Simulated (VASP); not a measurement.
Consider the following.

```xyz
2
Lattice="0.0000 2.9353 2.9353 2.9353 0.0000 2.9353 2.9353 2.9353 0.0000" Properties=species:S:1:pos:R:3 pbc="T T T"
Ag     2.9353     2.9353     0.0000
Br     2.9353     2.9353     2.9353
```

Level of theory: rev-vdW-DF2, VASP's PBE PAW potentials (set 64) (plane waves; VASP). Run with 520 eV cut-off, 8×8×8 Γ-centred mesh, Gaussian smearing of 0.050 eV, potentials Ag Br.

**Question.** Estimate the energy per atom (σ→0), pressure, band gap (on the k-mesh) with the smallest direct gap where there is one.

**Answer.** 
- band gap (on the k-mesh): 0.60 eV
- smallest direct gap (on the k-mesh): 2.27 eV
- energy per atom (σ→0): -0.399 eV/atom
- pressure: -2.32 GPa

The compound is AgBr in the rock salt structure. This cell is one point of a volume scan, at 1.06 of the reference volume.
